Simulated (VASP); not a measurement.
**Ni: a series in biaxial strain in the (001) plane**

Wanted: the elastic response of Ni to biaxial strain in the (001) plane, with a fit that predicts a row left out.

Main program and level: VASP 6.6.1; PBEsol, spin-polarised from a ferromagnetic start (one magnetic atom a cell); plane waves and PAW (Ni), in the first sound run; inputs show where later runs differ.

### Step 1. Starting point

It takes space group Fm-3m (No. 225, cubic). Conventional cell: a = 3.520 Å, b = 3.520 Å, c = 3.520 Å, α = 90.00°, β = 90.00°, γ = 90.00°. Nearest to Ni lie 12 Ni at 2.49 Å.

As a file:

```cif
data_structure
_symmetry_space_group_name_H-M 'Fm-3m'
_symmetry_Int_Tables_number 225
_cell_length_a 3.5200
_cell_length_b 3.5200
_cell_length_c 3.5200
_cell_angle_alpha 90.000
_cell_angle_beta 90.000
_cell_angle_gamma 90.000
_cell_volume 43.61
loop_
_atom_site_label
_atom_site_type_symbol
_atom_site_symmetry_multiplicity
_atom_site_Wyckoff_symbol
_atom_site_fract_x
_atom_site_fract_y
_atom_site_fract_z
_atom_site_occupancy
Ni1 Ni 4 a 0.00000 0.00000 0.00000 1
```

### Step 2. Relax the crystal, PBEsol

The series starts from the cell that this level prefers, so that zero strain is near zero stress.

This step took 2 runs in a row; the last is shown.

Level: PBEsol, spin-polarised from a ferromagnetic start (one magnetic atom a cell); plane waves and PAW (Ni).

Input file INCAR:

```
SYSTEM = Ni
PREC = Accurate
ENCUT = 450
EDIFF = 1E-07
NELM = 120
ISMEAR = 1
SIGMA = 0.15
LREAL = .FALSE.
ALGO = Normal
GGA = PS
NBANDS = 12
ISPIN = 2
MAGMOM = 1.6
LASPH = .TRUE.
LMAXMIX = 4
LORBIT = 11
LWAVE = .FALSE.
LCHARG = .FALSE.
KPAR = 8
IBRION = 2
NSW = 40
ISIF = 3
EDIFFG = -0.005
POTIM = 0.4
```

Input file POSCAR:

```
Ni
1.0
    0.0000000000      1.7310045157      1.7310045157
    1.7310045157      0.0000000000      1.7310045157
    1.7310045157      1.7310045157      0.0000000000
Ni
1
Direct
    0.0000000000      0.0000000000      0.0000000000
```

Input file KPOINTS:

```
Automatic mesh
0
Gamma
29 29 29
0 0 0
```

Potentials, in the order of the species: Ni (PBE family, release 64).

Run with:

```sh
$ mpirun -np 8 vasp_std
```

The program printed:

```text
[banner, memory and clock lines left out]
running    8 mpi-ranks, on    1 nodes
[...]
|                                                                             |
|           W    W    AA    RRRRR   N    N  II  N    N   GGGG   !!!           |
|           W    W   A  A   R    R  NN   N  II  NN   N  G    G  !!!           |
|           W    W  A    A  R    R  N N  N  II  N N  N  G       !!!           |
|           W WW W  AAAAAA  RRRRR   N  N N  II  N  N N  G  GGG   !            |
|           WW  WW  A    A  R   R   N   NN  II  N   NN  G    G                |
|           W    W  A    A  R    R  N    N  II  N    N   GGGG   !!!           |
|                                                                             |
|     For optimal performance we recommend to set                             |
|       NCORE = 2 up to number-of-cores-per-socket                            |
|     NCORE specifies how many cores store one orbital (NPAR=cpu/NCORE).      |
|     This setting can greatly improve the performance of VASP for DFT.       |
[...]
DAV:   3    -0.613501192014E+01    0.33033E-04   -0.21699E-04 41460   0.192E-01    0.142E-02
DAV:   4    -0.613500982311E+01    0.20970E-05   -0.14993E-06 37720   0.900E-03    0.822E-03
DAV:   5    -0.613500948760E+01    0.33551E-06   -0.54898E-07 39548   0.463E-03    0.158E-03
DAV:   6    -0.613500942507E+01    0.62532E-07   -0.29457E-08 18024   0.138E-03
   2 F= -.61350094E+01 E0= -.61347827E+01  d E =-.148811E-05  mag=     0.6220
 trial-energy change:   -0.000001  1 .order   -0.000001   -0.000005    0.000004
 step:   0.6827(harm=  0.5675)  dis= 0.00000  next Energy=    -6.135010 (dE=-0.211E-05)
[...]
N       E                     dE             d eps       ncg     rms          rms(c)
DAV:   1    -0.613502147040E+01   -0.11983E-04   -0.14992E-04 41660   0.174E-01    0.286E-02
DAV:   2    -0.613501342934E+01    0.80411E-05   -0.14963E-04 41884   0.151E-01    0.153E-02
DAV:   3    -0.613501014062E+01    0.32887E-05   -0.21917E-05 41388   0.610E-02    0.453E-03
DAV:   4    -0.613500990081E+01    0.23981E-06   -0.14898E-07 29780   0.287E-03    0.262E-03
DAV:   5    -0.613500986604E+01    0.34767E-07   -0.57529E-08 17460   0.149E-03
   3 F= -.61350099E+01 E0= -.61347837E+01  d E =-.192908E-05  mag=     0.6221
[...]
reached required accuracy - stopping structural energy minimisation
```

The job ended after 47 s (8 MPI ranks of AMD EPYC 7R43, shared host; peak memory 1.4 GiB; 6.1 min of CPU time).

The logs omit lines about the potential files and the build; timing stands in the text.

Parts of OUTCAR (step 2):

```text
  Total        0.0016844      0.0016844      0.0016844      0.0000000      0.0000000     -0.0000000
  in kB        0.2602881      0.2602881      0.2602881      0.0000000      0.0000000     -0.0000000
  external PRESSURE =       0.2602881 kB  Pullay stress =       0.0000000 kB

 POSITION                                       TOTAL-FORCE (eV/Angst)
 -----------------------------------------------------------------------------------
      0.00000      0.00000      0.00000        -0.000000      0.000000     -0.000000
 -----------------------------------------------------------------------------------
    total drift:                                0.000000     -0.000000      0.000000

  FREE ENERGIE OF THE ION-ELECTRON SYSTEM (eV)
  ---------------------------------------------------
  free  energy   TOTEN  =        -6.1350098660 eV

  energy  without entropy=       -6.1343314859  energy(sigma->0) =       -6.13478374

 reached required accuracy - stopping structural energy minimisation

 magnetization (x)
# of ion       s       p       d       tot
------------------------------------------
    1       -0.006  -0.024   0.658   0.627

[... 3 further parts left out ...]
[key lines of the parts left out:]
E-fermi :   9.8898
```

This run gave:

* energy(sigma→0) of the program: -6.1348 eV
* stress, compression positive: xx, yy, zz 0.03, 0.03, 0.03 GPa
* volume: 10.368 Å³
* ionic steps: 3

### Step 3. Strain along the normal, PBEsol

One member in full: the plane is strained by 2 %, and the strain along the normal is moved by secant steps until the normal stress is under 0.012 GPa or five steps are spent; the atoms relax at each step.

Level: PBEsol, spin-polarised from a ferromagnetic start (one magnetic atom a cell); plane waves and PAW (Ni).

INCAR, as its differences from that of step 2:

```diff
@@ -18,7 +18,7 @@
 LCHARG = .FALSE.
-KPAR = 8
-IBRION = 2
-NSW = 40
-ISIF = 3
-EDIFFG = -0.005
-POTIM = 0.4
+KPAR = 2
+IBRION = 1
+NSW = 25
+ISIF = 2
+EDIFFG = -0.004
+POTIM = 0.3
```

Input file POSCAR:

```
Ni
1.0
    0.0000000000      1.7653066490      1.6891561660
    1.7653066490      0.0000000000      1.6891561660
    1.7653066490      1.7653066490      0.0000000000
Ni
1
Direct
    0.0000000000      0.0000000000      0.0000000000
```

KPOINTS is that of step 2.

Run with:

```sh
$ mpirun -np 2 vasp_std
```

The program printed:

```text
[banner, memory and clock lines left out]
running    2 mpi-ranks, on    1 nodes
[...]
[... a notice as in an earlier step ...]

 LDA part: xc-table for (Slater+PW92), standard interpolation
 POSCAR, INCAR and KPOINTS ok, starting setup
[...]
entering main loop
       N       E                     dE             d eps       ncg     rms          rms(c)
DAV:   1     0.275601542534E+02    0.27560E+02   -0.41224E+03 90612   0.969E+02
DAV:   2    -0.628651077288E+01   -0.33847E+02   -0.31662E+02 92284   0.162E+02
DAV:   3    -0.725407333753E+01   -0.96756E+00   -0.96219E+00 98700   0.306E+01
DAV:   4    -0.726139302509E+01   -0.73197E-02   -0.73182E-02 99484   0.236E+00
[...]
DAV:  12    -0.612862639674E+01   -0.13831E-05   -0.67484E-06130776   0.162E-02    0.857E-03
DAV:  13    -0.612862597364E+01    0.42310E-06   -0.93596E-08 69980   0.402E-03    0.180E-03
DAV:  14    -0.612862606268E+01   -0.89044E-07   -0.26516E-08 47688   0.199E-03
   1 F= -.61286261E+01 E0= -.61284087E+01  d E =-.612863E+01  mag=     0.6238
 BRION: g(F)=  0.985E-63 g(S)=  0.000E+00
 reached required accuracy - stopping structural energy minimisation
```

Run time: 3.8 min. Hardware: 2 MPI ranks; peak memory 0.66 GiB; 7.6 min of CPU time.

Parts of OUTCAR (step 3):

```text
  Total       -0.3198728     -0.3198728      0.0005702      0.0000000     -0.0000000     -0.0000000
  in kB      -48.6796814    -48.6796814      0.0867829      0.0000000     -0.0000000     -0.0000000
  external PRESSURE =     -32.4241933 kB  Pullay stress =       0.0000000 kB

 POSITION                                       TOTAL-FORCE (eV/Angst)
 -----------------------------------------------------------------------------------
      0.00000      0.00000      0.00000        -0.000000     -0.000000      0.000000
 -----------------------------------------------------------------------------------
    total drift:                               -0.000000     -0.000000      0.000000

  FREE ENERGIE OF THE ION-ELECTRON SYSTEM (eV)
  ---------------------------------------------------
  free  energy   TOTEN  =        -6.1286260627 eV

  energy  without entropy=       -6.1279739185  energy(sigma->0) =       -6.12840868

 magnetization (x)
# of ion       s       p       d       tot
------------------------------------------
    1       -0.006  -0.024   0.660   0.630

[... 1 part as in an earlier step ...]

[... 3 further parts left out ...]
[key lines of the parts left out:]
E-fermi :   9.6598
```

Read from the output:

```
energy(sigma→0) of the program : -6.1284 eV
stress, compression positive   : xx, yy, zz -4.87, -4.87, 0.01 GPa
ionic steps                    : 1
```

### Step 4. All members

The other members went through these steps as far as the tables show, with the same cutoff and, step by step, the same mesh; 20 runs are not shown. The session took 2.7 core hours (wall time by ranks) on a shared machine.

```
in-plane strain (%)  strain along the normal (%)  in-plane stress, tension positive (GPa)  energy above the unstrained row, extrapolated to no smearing (meV/atom)
             -2.000                        2.289                                   -6.553                                                                    8.282
             -1.500                        1.730                                   -4.728                                                                    4.574
             -1.000                        1.167                                   -3.027                                                                    2.029
             -0.500                        0.589                                   -1.461                                                                    0.528
                  0                        0.007                                   -0.004                                                                    0.000
              0.500                       -0.586                                    1.347                                                                    0.375
              1.000                       -1.183                                        ?                                                                        ?
              1.500                       -1.785                                    3.792                                                                    3.605
              2.000                       -2.400                                    4.868                                                                    6.366
```

### Step 5. A fit to the known rows

Fitting a parabola to the 8 known rows (e: strain in %) gives stress = − 0.2103 e² + 2.846 e + 0.003076 in GPa; the residuals are 0.018 GPa r.m.s.

For the withheld row, e = 1, the fit gives 2.639 GPa.

### Step 6. Checking the prediction

The calculation gives 2.611 GPa, so the prediction is 0.028 GPa too high, within twice the residual of the fit.

Slopes at zero strain, from cubics through all rows: strain ratio -1.174, stress over strain 281 GPa.

### Step 7. What came out

```json
{"error of the predicted stress": "0.028 GPa", "ratio of normal to in-plane strain": "-1.174", "biaxial modulus": "281 GPa"}
```

**Reading.** As a check, the curvature of the energy gives 278 GPa for the same modulus (energy per volume = M × strain²), 1 % from the slope of the stress; these energies are extrapolated to no smearing, while the stress belongs to the free energy, so part of the difference may come from that. The energy also has a linear term worth 0.10 GPa that the stress column lacks, a mark of the finite basis or of the smearing. These are static values: temperature and zero-point motion are left out. In a metal the slopes also depend on mesh and smearing, which were held through the series.

[Lines on the potential files, build, host, timing and source positions are cut from VASP's logs without a mark.]

[Logs are printed without paths, hosts, clocks, repeated set-up lines and the standing remarks that a program may print on its own settings, such as how far it seeks lower states.]

[Hosts, paths, dates, database ids (printed as entryN), source tags and the programs' standing remarks are cut or masked in the printed files.]

[In band tables of VASP the shares of atoms and orbitals are scaled to a sum of 1 inside the atoms' spheres.]
